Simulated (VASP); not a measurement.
# YPPd3 (Pm-3m) in VASP: reference runs

Aim: a first look at YPPd3 with PBE, on the cell as given.

All numbers are computed with VASP 6.6.1; they aren't measurements. Logs are shortened: lines on timing, memory, paths and dates and some standing lists are left out, and cuts for length are marked.

## (1) Starting point

The structure is cubic, space group Pm-3m (No. 221). The conventional cell has a = 4.150 Å, b = 4.150 Å, c = 4.150 Å, α = 90.00°, β = 90.00°, γ = 90.00°. Around Y (site symmetry m-3m) lie 12 Pd at 2.93 Å. Around P (site symmetry m-3m) lie 6 Pd at 2.08 Å. Pd (site symmetry 4/mmm) is surrounded by 2 P at 2.08 Å.

The cell was built by a generator and needn't be a form met in nature.

## (2) Single point, PBE

Input file INCAR:

```
SYSTEM = YPPd3
  PREC = Accurate
  ENCUT = 520
  EDIFF = 1E-7
  ISMEAR = -1
  SIGMA = 0.05
  LREAL = .False.
  LASPH = .True.
  NELM = 60
  ALGO = Normal
  ISIF = 2
  LWAVE = .False.
  LCHARG = .False.
  GGA = PE
  NBANDS = 31
```

Input file KPOINTS:

```
regular mesh
0
Gamma
  7 7 7
  0 0 0
```

Input file POSCAR:

```
YPPd3
1.0
    4.1504715800      0.0000000000      0.0000000000
    0.0000000000      4.1504715800      0.0000000000
    0.0000000000      0.0000000000      4.1504715800
Y P Pd
1 1 3
Direct
    0.0000000000      0.0000000000      0.0000000000
    0.5000000000      0.5000000000      0.5000000000
    0.5000000000      0.5000000000      0.0000000000
    0.5000000000      0.0000000000      0.5000000000
    0.0000000000      0.5000000000      0.5000000000
```

Potentials or basis: VASP PAW PBE potentials, release 64 (Y_sv, P, Pd).

Started as:

```bash
cat potpaw_PBE.64/Y_sv/POTCAR potpaw_PBE.64/P/POTCAR potpaw_PBE.64/Pd/POTCAR > POTCAR
mpirun -np 1 vasp_std > vasp.out
```

OUTCAR:

```text
SYSTEM = YPPd3
   PREC = Accurate
   ENCUT = 520
   EDIFF = 1E-7
   ISMEAR = -1
   LREAL = .False.
   LASPH = .True.
   NELM = 60
   ISIF = 2
   GGA = PE

 ion  position               nearest neighbor table
   1  0.000  0.000  0.000-   3 2.93   4 2.93   5 2.93   4 2.93   5 2.93   3 2.93   5 2.93   5 2.93
                             3 2.93   4 2.93   4 2.93   3 2.93   2 3.59   2 3.59   2 3.59   2 3.59
   2  0.500  0.500  0.500-   3 2.08   4 2.08   5 2.08   3 2.08   4 2.08   5 2.08   1 3.59   1 3.59
                             1 3.59   1 3.59   1 3.59   1 3.59   1 3.59   1 3.59
   3  0.500  0.500  0.000-   2 2.08   2 2.08   4 2.93   5 2.93   1 2.93   4 2.93   5 2.93   1 2.93
                             4 2.93   4 2.93   1 2.93   5 2.93   5 2.93   1 2.93
   4  0.500  0.000  0.500-   2 2.08   2 2.08   3 2.93   5 2.93   1 2.93   3 2.93   1 2.93   3 2.93
                             5 2.93   3 2.93   1 2.93   5 2.93   1 2.93   5 2.93
   5  0.000  0.500  0.500-   2 2.08   2 2.08   3 2.93   4 2.93   1 2.93   3 2.93   1 2.93   4 2.93
                             1 2.93   1 2.93   3 2.93   4 2.93   3 2.93   4 2.93

  LATTYP: Found a simple cubic cell.
 ALAT       =     4.1504715800

  Lattice vectors:

 A1 = (   4.1504715800,   0.0000000000,   0.0000000000)
 A2 = (   0.0000000000,   4.1504715800,   0.0000000000)
 A3 = (   0.0000000000,   0.0000000000,   4.1504715800)

Analysis of symmetry for initial positions (statically):
=====================================================================
 Subroutine PRICEL returns:
 Original cell was already a primitive cell.

 Routine SETGRP: Setting up the symmetry group for a
 simple cubic supercell.

 Subroutine GETGRP returns: Found 48 space group operations
 (whereof 48 operations were pure point group operations)
 out of a pool of 48 trial point group operations.

The static configuration has the point symmetry O_h .

Analysis of symmetry for dynamics (positions and initial velocities):
=====================================================================
 Subroutine PRICEL returns:
 Original cell was already a primitive cell.

 Routine SETGRP: Setting up the symmetry group for a
 simple cubic supercell.

 Subroutine GETGRP returns: Found 48 space group operations
 (whereof 48 operations were pure point group operations)
 out of a pool of 48 trial point group operations.

The dynamic configuration has the point symmetry O_h .

 Subroutine INISYM returns: Found 48 space group operations
 (whereof 48 operations are pure point group operations),
 and found     1 'primitive' translations

[... 98 lines left out ...]
   NSW    =      0    number of steps for IOM
   IBRION =     -1    ionic relax: 0-MD 1-quasi-New 2-CG
   NFREE  =      0    steps in history (QN), initial steepest desc. (CG)
   ISIF   =      2    stress and relaxation
   ISYM   =      2    0-nonsym 1-usesym 2-fastsym
   POTIM  = 0.5000    time-step for ionic-motion
   TEBEG  =    0.0;   TEEND  =   0.0 temperature during run
   PSTRESS=    0.0 pullay stress
   NELECT =      46.0000    total number of electrons
   NUPDOWN=      -1.0000    fix difference up-down
   EMIN   =  10.00;   EMAX   =-10.00  energy-range for DOS
   EFERMI =   0.00;   METHOD = LEGACY
   ISMEAR =    -1;   SIGMA  =   0.05  broadening in eV -4-tet -1-fermi 0-gaus
   EFERMI_NEDOS =   21; number of points for ismear=-14 and -15
   IALGO  =     38    algorithm
   IMIX   =      4    mixing-type and parameters
     AMIX     =   0.40;   BMIX     =  1.00
     AMIX_MAG =   1.60;   BMIX_MAG =  1.00
  volume/ion in A,a.u.               =      14.30        96.50
  Fermi-wavevector in a.u.,A,eV,Ry     =   1.413286  2.670723 27.175961  1.997377
  Thomas-Fermi vector in A             =   2.534947
   LORBIT       =      0    0 simple, 1 ext, 2 COOP (PROOUT), +10 PAW based schemes
   GGA     = PE    functional components
   LHFCALC =     F    Hartree Fock is set to
   AEXX    =    0.0000 exact exchange contribution
   IVDW    =     0    specifies the selected vdW correction
   LEPSILON=     F    determine dielectric tensor
   LRPA    =     F    only Hartree local field effects (RPA)
 non-spin polarized calculation
  energy-cutoff  :      520.00
  volume of cell :       71.50
 maximum number of plane-waves:      1945
 NGX is ok and might be reduce to    32
   NGX = 15   NGY = 15   NGZ = 15

 number of electron      46.0000021 magnetization

 Free energy of the ion-electron system (eV)
  ---------------------------------------------------
  ext. energy  EPLUGINS =         0.00000000
  ---------------------------------------------------
  free energy    TOTEN  =       -27.10855830 eV

  energy without entropy =      -27.09249940  energy(sigma->0) =      -27.10052885

 E-fermi :  11.2260     XC(G=0): -12.8208

 val. band max:       11.2252169835   @ k =   0.4286   0.4286   0.1429
 cond. band min:      11.3907548464   @ k =   0.4286   0.4286   0.4286
 fundamental gap:      0.1655378629
 Fermi energy:        11.2259594223

 k-point     1 :       0.0000    0.0000    0.0000
  band No.  band energies     occupation
      1     -31.7822      2.00000
      2     -11.8234      2.00000
      3     -11.8234      2.00000
      4     -11.8234      2.00000
      5      -4.0931      2.00000
      6       4.1973      2.00000
[... 669 lines left out ...]
     30      16.9826      0.00000
     31      17.2896      0.00000

------------------------ aborting loop because EDIFF is reached ----------------------------------------

  FORCE on cell =-STRESS in cart. coord.  units (eV):
  Direction    XX          YY          ZZ          XY          YZ          ZX
  --------------------------------------------------------------------------------------
  -------------------------------------------------------------------------------------
  Total       30.6568575     30.6568575     30.6568575     -0.0000000     -0.0000000      0.0000000
  in kB      686.9828335    686.9828335    686.9828335     -0.0000000     -0.0000000      0.0000000
  external PRESSURE =     686.9828335 kB  Pullay stress =       0.0000000 kB

 VOLUME and BASIS-vectors are now :
 -----------------------------------------------------------------------------
  energy-cutoff  :      520.00
  volume of cell :       71.50
      direct lattice vectors                 reciprocal lattice vectors
     4.150471580  0.000000000  0.000000000     0.240936477  0.000000000  0.000000000
     0.000000000  4.150471580  0.000000000     0.000000000  0.240936477  0.000000000
     0.000000000  0.000000000  4.150471580     0.000000000  0.000000000  0.240936477

 POSITION                                       TOTAL-FORCE (eV/Angst)
 -----------------------------------------------------------------------------------
      0.00000      0.00000      0.00000         0.000000      0.000000      0.000000
      2.07524      2.07524      2.07524         0.000000      0.000000      0.000000
      2.07524      2.07524      0.00000         0.000000      0.000000      0.000000
      2.07524      0.00000      2.07524         0.000000      0.000000      0.000000
      0.00000      2.07524      2.07524         0.000000      0.000000      0.000000
 -----------------------------------------------------------------------------------
    total drift:                                0.000000     -0.000000     -0.000000

  FREE ENERGIE OF THE ION-ELECTRON SYSTEM (eV)
  ---------------------------------------------------
  free  energy   TOTEN  =       -27.1085583008 eV

  energy  without entropy=      -27.0924993956  energy(sigma->0) =      -27.10052885
```

OSZICAR:

```text
N       E                     dE             d eps       ncg     rms          rms(c)
DAV:   1     0.311589687282E+03    0.31159E+03   -0.23704E+04  1240   0.149E+03
DAV:   2    -0.151695927390E+02   -0.32676E+03   -0.31004E+03  1366   0.352E+02
DAV:   3    -0.286946571371E+02   -0.13525E+02   -0.13310E+02  1668   0.681E+01
DAV:   4    -0.290675434023E+02   -0.37289E+00   -0.37241E+00  1673   0.881E+00
DAV:   5    -0.290727557990E+02   -0.52124E-02   -0.52115E-02  1552   0.970E-01    0.480E+01
DAV:   6    -0.273640033865E+02    0.17088E+01   -0.34455E+00  1457   0.125E+01    0.287E+01
DAV:   7    -0.271480988065E+02    0.21590E+00   -0.80642E-01  1743   0.459E+00    0.105E+01
DAV:   8    -0.271228066603E+02    0.25292E-01   -0.27536E-01  1452   0.337E+00    0.250E+00
DAV:   9    -0.271090912488E+02    0.13715E-01   -0.49108E-02  1429   0.162E+00    0.596E-01
DAV:  10    -0.271085912988E+02    0.49995E-03   -0.26538E-03  1464   0.301E-01    0.417E-01
DAV:  11    -0.271085706866E+02    0.20612E-04   -0.51211E-04  1696   0.146E-01    0.136E-01
DAV:  12    -0.271085626297E+02    0.80569E-05   -0.32901E-05  1440   0.327E-02    0.869E-02
DAV:  13    -0.271085578833E+02    0.47464E-05   -0.17903E-05  1429   0.230E-02    0.260E-02
DAV:  14    -0.271085585809E+02   -0.69760E-06   -0.37412E-06  1408   0.138E-02    0.625E-03
DAV:  15    -0.271085583944E+02    0.18647E-06   -0.32304E-07  1386   0.463E-03    0.266E-03
DAV:  16    -0.271085583008E+02    0.93604E-07   -0.17204E-08   746   0.668E-04
   1 F= -.27108558E+02 E0= -.27100529E+02  d E =-.160589E-01
```

Run time: 48 s. Hardware: 1 thread of Intel Xeon Platinum 8259CL at 2.50GHz (Skylake/Cascade Lake), shared host; peak memory 0.21 GiB.

What came out:

| Property | Result |
| --- | --- |
| Free energy | -27.1086 eV |
| Pressure | 68.7 GPa |
| Band gap on the k mesh | none (metal or under the smearing width) |

Caveat: a pressure of tens of GPa on the cell as given is suspect, and the run, the potentials or the cell itself is likely at fault.
